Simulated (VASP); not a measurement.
Given:

```
Ag
1.0
    0.00000     2.03526     2.03526
    2.03526     0.00000     2.03526
    2.03526     2.03526     0.00000
Ag
1
Cartesian
  0.00000   0.00000   0.00000
```

Level of theory: PBE GGA with D3 dispersion (zero damping), VASP's PBE PAW potentials (set 64) (plane waves; VASP). Settings: 520 eV cut-off, 17×17×17 Γ-centred mesh, tetrahedra with Blöchl corrections, potentials Ag.

Problem. Estimate the energy per atom (σ→0), band gap (on the k-mesh) with the smallest direct gap where there is one.

Solution. 
```
Item                                                        Result
------------------------  ----------------------------------------
band gap (on the k-mesh)  none (metal, semimetal or under 0.01 eV)
energy per atom (σ→0)                               -3.207 eV/atom
```

Only differences to runs with the same potentials and settings are physical.

The compound is Ag in the fcc structure. It was relaxed first.
